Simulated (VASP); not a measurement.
Input:

```xyz
2
Lattice="0.0000 2.5089 2.5089 2.5089 0.0000 2.5089 2.5089 2.5089 0.0000" Properties=species:S:1:pos:R:3 pbc="T T T"
Gd     0.0000     0.0000     0.0000
N      2.5089     2.5089     2.5089
```

All values below come from RPBE GGA, VASP's PBE PAW potentials (set 64) (plane waves; VASP). Numerical set-up: 520 eV cut-off, Gaussian smearing of 0.050 eV, potentials Gd_3 N.

The 4f electrons are frozen in the core of the lanthanide potential, so 4f levels, which can set the real gap, and their magnetism are missing.

### Question
Give the energies of bands 5 to 10 at the high-symmetry points, in eV from the valence-band maximum.

### Answer

```json
[
 {"band": "5", "Γ": "0.00", "X": "-1.15", "U": "-2.07", "L": "-3.97", "W": "-2.12"},
 {"band": "6", "Γ": "0.00", "X": "-0.28", "U": "-1.30", "L": "-2.24", "W": "-1.30"},
 {"band": "7", "Γ": "0.00", "X": "-0.28", "U": "-1.25", "L": "-2.24", "W": "-1.30"},
 {"band": "8", "Γ": "3.00", "X": "0.07", "U": "2.30", "L": "5.46", "W": "3.83"},
 {"band": "9", "Γ": "3.00", "X": "6.85", "U": "6.11", "L": "6.32", "W": "3.83"},
 {"band": "10", "Γ": "3.00", "X": "6.93", "U": "7.10", "L": "6.32", "W": "7.12"}
]
```

The gap is indirect, 0.07 eV, from the valence maximum at Γ to the conduction minimum at X.

The compound is GdN in the rock salt structure. It was relaxed first.
